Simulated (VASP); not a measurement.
Energy against volume of Ba (bcc). These are LDA (Ceperley-Alder, Perdew-Zunger), VASP's LDA PAW potentials (set 64) (plane waves; VASP) values and carry that method's errors. Run with 520 eV cut-off, 11×11×11 Γ-centred mesh, first-order Methfessel-Paxton smearing of 0.10 eV, potentials Ba_sv.

```tsv
V (Å³/atom)	E (eV/atom)
52.827	-2.25107
54.461	-2.25252
56.095	-2.25069
57.729	-2.24608
```

**Question.** Fit these four points and predict the energy of the run at 51.193 Å³/atom.

**Answer.** A cubic in V^(−2/3), the third-order Birch-Murnaghan form, passes through the four points with V0 = 54.32 Å³/atom and B0 = 11 GPa, and gives -2.2457 eV/atom there. The run gave -2.2458 eV/atom, -0.0 meV/atom from the fit; all five points give B0 = 11 GPa.

The compound is Ba in the bcc structure. It was relaxed first, which changed the volume by -14 %.
